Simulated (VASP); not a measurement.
## Energy against moment in CoSn

Aim: the energy of CoSn as a function of its total moment. The start is a computed cell from the Materials Project.

Main program and level: VASP 6.6.1; PBE, DFT+U (Co d 2 eV), spin-polarised from a ferromagnetic start; plane waves and PAW (Sn, Co), in the first sound run; inputs show where later runs differ.

Report form: the programs' logs are mostly left out.

## (1) Starting point

Symmetry: P6/mmm, No. 191, hexagonal system. Conventional cell: a = 5.246 Å, b = 5.246 Å, c = 4.188 Å, α = 90.00°, β = 90.00°, γ = 120.00°. Nearest to Sn lie 6 Co at 2.62 Å. Nearest to Sn lie 6 Co at 2.58 Å. Nearest to Co lie 6 Sn at 2.58 to 2.62 Å and 4 Co at 2.62 Å. Farther neighbours are not listed.

Coordinates:

```cif
data_structure
_symmetry_space_group_name_H-M 'P 1'
_symmetry_Int_Tables_number 1
_cell_length_a 5.2460
_cell_length_b 5.2460
_cell_length_c 4.1876
_cell_angle_alpha 90.000
_cell_angle_beta 90.000
_cell_angle_gamma 120.000
_cell_volume 99.81
loop_
_atom_site_label
_atom_site_type_symbol
_atom_site_fract_x
_atom_site_fract_y
_atom_site_fract_z
_atom_site_occupancy
Sn1 Sn 0.00000 0.00000 0.00000 1
Sn2 Sn 0.33333 0.66667 0.50000 1
Sn3 Sn 0.66667 0.33333 0.50000 1
Co4 Co 0.50000 0.00000 0.00000 1
Co5 Co 0.50000 0.50000 0.00000 1
Co6 Co 0.00000 0.50000 0.00000 1
```

## (2) Free moment

The unconstrained run shows the moment that this start leads to, and gives an energy to count from.

INCAR reads:

```
SYSTEM = CoSn
PREC = Accurate
ENCUT = 350
EDIFF = 1E-06
NELM = 150
ISMEAR = 0
SIGMA = 0.1
LREAL = .FALSE.
ALGO = Normal
GGA = PE
NBANDS = 31
ISPIN = 2
MAGMOM = 0 0 0 2 2 2
LDAU = .TRUE.
LDAUTYPE = 2
LDAUL = -1 2
LDAUU = 0 2
LDAUJ = 0 0
LDAUPRINT = 1
LASPH = .TRUE.
LMAXMIX = 4
LORBIT = 11
LWAVE = .FALSE.
LCHARG = .FALSE.
AMIX = 0.2
BMIX = 1E-04
AMIX_MAG = 0.8
BMIX_MAG = 1E-04
NEDOS = 1500
```

POSCAR reads:

```
CoSn
1.0
    5.2460399276      0.0000000000      0.0000000000
   -2.6230199638      4.5432038466      0.0000000000
    0.0000000000      0.0000000000      4.1875903000
Sn Co
3 3
Direct
    0.0000000000      0.0000000000      0.0000000000
    0.3333333333      0.6666666667      0.5000000000
    0.6666666667      0.3333333333      0.5000000000
    0.5000000000      0.0000000000      0.0000000000
    0.5000000000      0.5000000000      0.0000000000
    0.0000000000      0.5000000000      0.0000000000
```

KPOINTS reads:

```
Automatic mesh
0
Gamma
6 6 6
0 0 0
```

PAW data sets: Sn and Co (PBE family, release 64).

Launch:

```
> mpirun -np 1 vasp_std
```

Run time: 2.3 min. Hardware: 1 MPI rank of Intel Xeon Platinum 8175M at 2.50GHz (Skylake/Cascade Lake), shared host; peak memory 0.23 GiB.

The magnetic state follows from one typed start and may not be the lowest. The k-mesh is coarse for a metal. A U on the itinerant d states of such a compound is hard to justify; it moves the bands at the Fermi level and favours large moments. The data set Sn keeps the semicore shell frozen, which is cheaper and a little less accurate.

Numbers from this step:

| Property | Result |
| --- | --- |
| electronic cycles | 20 |
| electrons | 39 |
| free energy (TOTEN) | -27.70 eV |
| energy at zero smearing | -27.68 eV |
| Fermi energy | 8.191 eV |
| moment of the cell, from the last line of the log | 2.446 μB |
| labelled metallic, from the levels on this mesh | yes |
| DOS at the Fermi level | 5.515 states/eV/cell |

Spin moment in the PAW sphere by atom:

```
atom  spin moment in the PAW sphere (μB)
 Sn1                              -0.093
 Sn2                              -0.066
 Sn3                              -0.066
 Co4                               0.894
 Co5                               0.894
 Co6                               0.894
```

The density of states has structure finer than the step of the table below, so its rows give means over 1 eV, whole bins alone (the curve runs from -12.0 to 7.91 eV). Peaks (eV: height): total up -4.0: 3.53, -2.8: 6.53, -2.0: 7.72, -1.5: 6.67; total down -2.5: 4.78, -2.1: 6.34, -0.7: 7.47, 0.0: 4.22; Sn s up -8.8: 0.741, -8.3: 0.625, -7.7: 0.902, -7.1: 0.613; Sn s down -8.8: 0.719, -8.3: 0.618, -7.6: 0.882, -7.2: 0.651; Sn p up -4.8: 0.819, -4.4: 0.944, -4.0: 0.747, -2.9: 0.903.

Means over bins of 0.069 eV. Density of states against energy, zero at the Fermi level; means over each step; 7 of 14 lines; values in states/eV/cell:

```
energy (eV)  total up  total down  Sn s up  Sn s down  Sn p up  Sn p down  Sn d up
        -11     0.279       0.286    0.167      0.172   0.0100     0.0105   2.5e-4
        -10     0.403       0.401    0.239      0.239   0.0266     0.0270  0.00140
         -9     0.669       0.662    0.393      0.390   0.0583     0.0588  0.00467
         -8     0.959       0.915    0.594      0.573   0.0647     0.0683  0.00964
         -7     0.511       0.530    0.316      0.346   0.0335     0.0343  0.00717
         -6     0.589       0.410    0.119      0.119    0.158      0.107  0.00718
         -5      1.00       0.934   0.0404     0.0653    0.383      0.395   0.0148
         -4      2.84        1.55   0.0652     0.0746    0.670      0.565   0.0437
         -3      4.96        2.35   0.0242     0.0424    0.623      0.640   0.0932
         -2      5.34        4.96   0.0395     0.0118    0.261      0.699    0.123
         -1      2.43        3.89   0.0183    0.00398    0.190      0.106   0.0528
          0      1.55        2.84   0.0713     0.0316    0.347      0.200   0.0449
          1      1.12        2.20   0.0871     0.0690    0.336      0.294   0.0513
          2     0.862        1.13    0.107     0.0921    0.273      0.286   0.0454
          3      1.15        1.35   0.0988      0.146    0.396      0.393   0.0952
          4      1.55        1.45   0.0743     0.0715    0.532      0.452    0.186
          5      1.30        1.41   0.0489     0.0635    0.428      0.458    0.187
          6      1.09        1.02   0.0429     0.0326    0.258      0.246    0.236
          7      1.19        1.34   0.0496     0.0556    0.176      0.209    0.326
```

A later run of this session, with the moment fixed at 0 μB, lies 69 meV a cell lower, so the state shown here isn't the ground state.

## (3) Fixed spin moment, fixed moment 0

This step: PBE, DFT+U (Co d 2 eV), spin-polarised, total moment fixed; plane waves and PAW (Sn, Co) (VASP 6.6.1).

NUPDOWN fixes the difference of up and down electrons.

Changes to INCAR since step 2:

```diff
@@ -12,3 +12,3 @@
 ISPIN = 2
-MAGMOM = 0 0 0 2 2 2
+MAGMOM = 0 0 0 0 0 0
 LDAU = .TRUE.
@@ -28,2 +28,2 @@
 BMIX_MAG = 1E-04
-NEDOS = 1500
+NUPDOWN = 0
```

POSCAR is that of step 2.

KPOINTS is that of step 2.

Launch:

```
> mpirun -np 1 vasp_std
```

The job ended after 1.9 min (1 MPI rank; peak memory 0.23 GiB).

Its electron count is odd, so without a moment it is a metal by construction. A U on the itinerant d states of such a compound is hard to justify; it moves the bands at the Fermi level.

This step gave:

* electronic cycles: 17
* free energy (TOTEN): -27.77 eV
* energy at zero smearing: -27.76 eV

The spin moment in the PAW sphere vanishes on all atoms.

Energy at zero smearing: -27.75564 eV.

## (4) Fixed spin moment, fixed moment 0.52

Changes to INCAR since step 3:

```diff
@@ -12,3 +12,3 @@
 ISPIN = 2
-MAGMOM = 0 0 0 0 0 0
+MAGMOM = 0 0 0 0.17 0.17 0.17
 LDAU = .TRUE.
@@ -28,2 +28,2 @@
 BMIX_MAG = 1E-04
-NUPDOWN = 0
+NUPDOWN = 0.52
```

POSCAR is that of step 3.

KPOINTS is that of step 3.

Launch:

```
> mpirun -np 1 vasp_std
```

Run time: 1.9 min. Hardware: 1 MPI rank; peak memory 0.23 GiB.

This step gave:

```
free energy (TOTEN)                               : -27.76 eV
energy at zero smearing                           : -27.75 eV
moment of the cell, from the last line of the log : 0.52 μB
```

Spin moment in the PAW sphere by atom:

```
atom  spin moment in the PAW sphere (μB)
 Sn1                              -0.016
 Sn2                               0.004
 Sn3                               0.004
 Co4                               0.173
 Co5                               0.173
 Co6                               0.173
```

Energy at zero smearing: -27.75249 eV.

The run ends at a pressure of 1.71 GPa.

## (5) Fixed spin moment, fixed moment 1.05

Changes to INCAR since step 4:

```diff
@@ -12,3 +12,3 @@
 ISPIN = 2
-MAGMOM = 0 0 0 0.17 0.17 0.17
+MAGMOM = 0 0 0 0.35 0.35 0.35
 LDAU = .TRUE.
@@ -28,2 +28,2 @@
 BMIX_MAG = 1E-04
-NUPDOWN = 0.52
+NUPDOWN = 1.05
```

POSCAR is that of step 4.

KPOINTS is that of step 4.

Launch:

```
> mpirun -np 1 vasp_std
```

The job ended after 7 min (1 MPI rank; peak memory 0.23 GiB).

Spin moment in the PAW sphere by atom:

```
atom  spin moment in the PAW sphere (μB)
 Sn1                               0.000
 Sn2                               0.001
 Sn3                               0.001
 Co4                               0.336
 Co5                               0.336
 Co6                               0.336
```

Energy at zero smearing: -27.69373 eV.

The run ends at a pressure of 1.95 GPa.

## (6) Fixed spin moment, fixed moment 1.57

Changes to INCAR since step 5:

```diff
@@ -12,3 +12,3 @@
 ISPIN = 2
-MAGMOM = 0 0 0 0.35 0.35 0.35
+MAGMOM = 0 0 0 0.52 0.52 0.52
 LDAU = .TRUE.
@@ -28,2 +28,2 @@
 BMIX_MAG = 1E-04
-NUPDOWN = 1.05
+NUPDOWN = 1.57
```

POSCAR is that of step 5.

KPOINTS is that of step 5.

Launch:

```
> mpirun -np 1 vasp_std
```

It took 8.1 min on 1 MPI rank; peak memory 0.24 GiB.

Spin moment in the PAW sphere by atom:

```
atom  spin moment in the PAW sphere (μB)
 Sn1                              -0.090
 Sn2                              -0.036
 Sn3                              -0.036
 Co4                               0.572
 Co5                               0.572
 Co6                               0.572
```

Energy at zero smearing: -27.67030 eV.

The run ends at a pressure of 4.25 GPa.

## (7) Fixed spin moment, fixed moment 2.1

Changes to INCAR since step 6:

```diff
@@ -12,3 +12,3 @@
 ISPIN = 2
-MAGMOM = 0 0 0 0.52 0.52 0.52
+MAGMOM = 0 0 0 0.7 0.7 0.7
 LDAU = .TRUE.
@@ -28,2 +28,2 @@
 BMIX_MAG = 1E-04
-NUPDOWN = 1.57
+NUPDOWN = 2.1
```

POSCAR is that of step 6.

KPOINTS is that of step 6.

Launch:

```
> mpirun -np 1 vasp_std
```

Elapsed: 2.3 min, on 1 MPI rank; peak memory 0.23 GiB.

Spin moment in the PAW sphere by atom:

```
atom  spin moment in the PAW sphere (μB)
 Sn1                              -0.105
 Sn2                              -0.063
 Sn3                              -0.063
 Co4                               0.784
 Co5                               0.784
 Co6                               0.784
```

Energy at zero smearing: -27.67736 eV.

The run ends at a pressure of 4.34 GPa.

## (8) Fixed spin moment, fixed moment 2.62

Changes to INCAR since step 7:

```diff
@@ -12,3 +12,3 @@
 ISPIN = 2
-MAGMOM = 0 0 0 0.7 0.7 0.7
+MAGMOM = 0 0 0 0.87 0.87 0.87
 LDAU = .TRUE.
@@ -28,2 +28,2 @@
 BMIX_MAG = 1E-04
-NUPDOWN = 2.1
+NUPDOWN = 2.62
```

POSCAR is that of step 7.

KPOINTS is that of step 7.

Launch:

```
> mpirun -np 1 vasp_std
```

Elapsed: 2.1 min, on 1 MPI rank; peak memory 0.23 GiB.

Spin moment in the PAW sphere by atom:

```
atom  spin moment in the PAW sphere (μB)
 Sn1                              -0.082
 Sn2                              -0.065
 Sn3                              -0.065
 Co4                               0.945
 Co5                               0.945
 Co6                               0.945
```

Energy at zero smearing: -27.68046 eV.

The run ends at a pressure of 5.02 GPa.

## (9) Fixed spin moment, fixed moment 3.14

Changes to INCAR since step 8:

```diff
@@ -12,3 +12,3 @@
 ISPIN = 2
-MAGMOM = 0 0 0 0.87 0.87 0.87
+MAGMOM = 0 0 0 1.05 1.05 1.05
 LDAU = .TRUE.
@@ -28,2 +28,2 @@
 BMIX_MAG = 1E-04
-NUPDOWN = 2.62
+NUPDOWN = 3.14
```

POSCAR is that of step 8.

KPOINTS is that of step 8.

Launch:

```
> mpirun -np 1 vasp_std
```

Run time: 2 min. Hardware: 1 MPI rank; peak memory 0.23 GiB.

Energy at zero smearing: -27.66362 eV.

The run ends at a pressure of 5.91 GPa.

## (10) Fixed spin moment, fixed moment 3.67

Changes to INCAR since step 9:

```diff
@@ -12,3 +12,3 @@
 ISPIN = 2
-MAGMOM = 0 0 0 1.05 1.05 1.05
+MAGMOM = 0 0 0 1.22 1.22 1.22
 LDAU = .TRUE.
@@ -28,2 +28,2 @@
 BMIX_MAG = 1E-04
-NUPDOWN = 3.14
+NUPDOWN = 3.67
```

POSCAR is that of step 9.

KPOINTS is that of step 9.

Launch:

```
> mpirun -np 1 vasp_std
```

Run time: 1.9 min. Hardware: 1 MPI rank; peak memory 0.23 GiB.

Spin moment in the PAW sphere by atom:

```
atom  spin moment in the PAW sphere (μB)
 Sn1                                0.00
 Sn2                               -0.04
 Sn3                               -0.04
 Co4                                1.23
 Co5                                1.23
 Co6                                1.23
```

Energy at zero smearing: -27.63559 eV.

The run ends at a pressure of 6.77 GPa.

## (11) Summary

This step: fixed spin moments, PBE, DFT+U (Co d 2 eV); plane waves and PAW (VASP 6.6.1).

Derived from the runs above.

Numbers from this step:

| Item | Value |
| --- | --- |
| free moment | 2.446 μB |
| magnetic energy | -24.01 meV/magnetic atom |

Energy above the free run against moment of the cell:

```
moment of the cell (μB)  energy above the free run (meV/magnetic atom)
                   0.00                                          -24.0
                   0.52                                          -23.0
                   1.05                                          -3.38
                   1.57                                           4.43
                   2.10                                           2.08
                   2.62                                           1.05
                   3.14                                           6.66
                   3.67                                           16.0
```

## (12) What came out

```json
{"free moment": "2.45 μB"}
```

The free run ended at 2.45 μB, but with the moment fixed at 0 μB the cell lies 69 meV lower, so the free run isn't the ground state and its moment, levels and density of states are none of it. Forcing 3.67 μB costs 16 meV for each atom counted as magnetic, from the free run. With U the runs can end in different orbital states, so steps in the curve are no smooth property of the moment. The state without moment lies level with the free run or below it. U on a cell of metallic elements alone is a test of sensitivity more than a model of the material.

[Lines on the potential files, build, host, timing and source positions are cut from VASP's logs without a mark.]

[Logs are printed without paths, hosts, clocks, repeated set-up lines and the standing remarks that a program may print on its own settings, such as how far it seeks lower states.]

[Hosts, paths, dates, database ids (printed as entryN), source tags and the programs' standing remarks are cut or masked in the printed files.]

[In band tables of VASP the shares of atoms and orbitals are scaled to a sum of 1 inside the atoms' spheres.]

[Runs that stopped without an error message from VASP are left out.]
